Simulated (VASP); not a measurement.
An input for Quantum ESPRESSO's pw.x (written as the equivalent of a VASP run, and not itself run):

```
&CONTROL
  calculation = 'vc-relax'
  pseudo_dir = './pseudo'
  outdir = './out'
  tprnfor = .true.
  tstress = .true.
  nstep = 60
  forc_conv_thr = 0.00039
/
&SYSTEM
  ibrav = 0
  nat = 1
  ntyp = 1
  ecutwfc = 50
  occupations = 'smearing'
  smearing = 'methfessel-paxton'
  degauss = 0.00735
  input_dft = 'revpbe'
/
&ELECTRONS
  conv_thr = 7.3e-08
  electron_maxstep = 100
/
&IONS
/
&CELL
/
ATOMIC_SPECIES
  Cs 132.905 Cs.upf
CELL_PARAMETERS angstrom
    -3.0500000    3.0500000    3.0500000
     3.0500000   -3.0500000    3.0500000
     3.0500000    3.0500000   -3.0500000
ATOMIC_POSITIONS crystal
  Cs   0.0000000  0.0000000  0.0000000
K_POINTS automatic
  8 8 8 0 0 0
```

Q: Write the VASP files for the same calculation (revPBE).

A: Several could match; the one computed here: 
### POSCAR
```
Cs
1
   -3.0500000000     3.0500000000     3.0500000000
    3.0500000000    -3.0500000000     3.0500000000
    3.0500000000     3.0500000000    -3.0500000000
Cs
1
Direct
  0.0000000000   0.0000000000   0.0000000000
```

### INCAR
```
SYSTEM = Cs
PREC = Accurate
ENCUT = 520
EDIFF = 1E-6
NELM = 100
ALGO = Normal
LREAL = .FALSE.
LASPH = .TRUE.
ISMEAR = 1
SIGMA = 0.1
GGA = RE
LMAXMIX = 4
LWAVE = .FALSE.
LCHARG = .FALSE.
IBRION = 2
ISIF = 3
NSW = 60
EDIFFG = -0.01
```

**KPOINTS**
```
Automatic mesh
0
Gamma
8 8 8
0 0 0
```

POTCAR, in this order: Cs_sv (PBE.64 set). Program: vasp_std.

Limits of the translation: the potentials are each code's own (VASP's PAW set, PseudoDojo norm-conserving files in pw.x), so ENCUT and ecutwfc are chosen apart and not converted; conv_thr bounds pw.x's estimated SCF error, while EDIFF bounds the energy change between steps; forc_conv_thr acts on force components and is met together with etot_conv_thr.

The compound is Cs in the bcc structure. This run relaxes it. Symmetry was kept, so distortions that lower it aren't found.
